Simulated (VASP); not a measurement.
## Be$_{4}$S$_{3}$Te (ordered alloy cell): computed properties

Calculation: PBEsol GGA, VASP's PBE PAW potentials (set 64) (plane waves; VASP).

- space group: R3m (160)
- cell: a = b = 3.5708 Å, c = 34.9540 Å, α = β = 90.00°, γ = 120.00°
- volume per atom: 16.08 Å^3/atom
- band gap (over mesh and band path): 0.65 eV
- smallest direct gap (over mesh and band path): 2.28 eV
- band-edge character: indirect, Γ to F
- density: 3.35 g/cm³

```
CELL_PARAMETERS angstrom
      0.00000     2.52491     2.52491
      2.52491     0.00000     2.52491
     10.09344    10.09344     0.00619
ATOMIC_POSITIONS crystal
  Be 0.03202 0.03202 0.97599
  Be 0.97034 0.97034 0.27225
  Be 0.99081 0.99081 0.50689
  Be 0.00918 0.00918 0.74311
  Te 0.24820 0.24820 0.06385
  S  0.23121 0.23121 0.32659
  S  0.24966 0.24966 0.56276
  S  0.26858 0.26858 0.79857
```

Unless said otherwise, spin-orbit coupling is left out, though it shifts the bands of the heavy elements here.

The structure was generated: Be4S3Te was put into an ordered model structure (R3m), which need not be its known phase. It was relaxed first. Symmetry was kept, so distortions that lower it aren't found.
